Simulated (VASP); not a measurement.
Given:

```xyz
2
Lattice="0.0000 2.0730 2.0730 2.0730 0.0000 2.0730 2.0730 2.0730 0.0000" Properties=species:S:1:pos:R:3 pbc="T T T"
V      0.0000     0.0000     0.0000
N      2.0730     2.0730     2.0730
```

Level of theory: RPBE GGA, VASP's PBE PAW potentials (set 64) (plane waves; VASP). Numerical set-up: 520 eV cut-off, 17×17×17 Γ-centred mesh, tetrahedra with Blöchl corrections, potentials V_sv N.

What does the run give for the energy per atom (σ→0), band gap (on the k-mesh) with the smallest direct gap where there is one?

```json
{
  "band gap (on the k-mesh)": "none (metal, semimetal or under 0.01 eV)",
  "energy per atom (σ→0)": "-9.140 eV/atom"
}
```

The compound is VN in the rock salt structure, which distorts at low temperature. It was relaxed first. The run is not spin-polarised, so no magnetic state was tried. VASP warned that the highest band is occupied, so more bands are needed.
